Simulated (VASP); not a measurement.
Given:

```
ScC
1.0
    0.00000     2.31896     2.31896
    2.31896     0.00000     2.31896
    2.31896     2.31896     0.00000
Sc C
1 1
Cartesian
  0.00000   0.00000   0.00000
  2.31896   2.31896   2.31896
```

Method: PBEsol GGA, VASP's PBE PAW potentials (set 64) (plane waves; VASP 6.6.1). Numerical set-up: 520 eV cut-off, Gaussian smearing of 0.050 eV, potentials Sc_sv C.

### Question
Predict the band gap (along the path) with the smallest direct gap where there is one.

### Answer

The band gap (along the path) comes out as none (metal, semimetal or under 0.01 eV).

The structure was generated: ScC was put into the rock salt type (Fm-3m), which need not be its known phase. It was relaxed first, which changed the volume by -34 %. The electron count is odd and the run is not spin-polarised, which forces a metal.
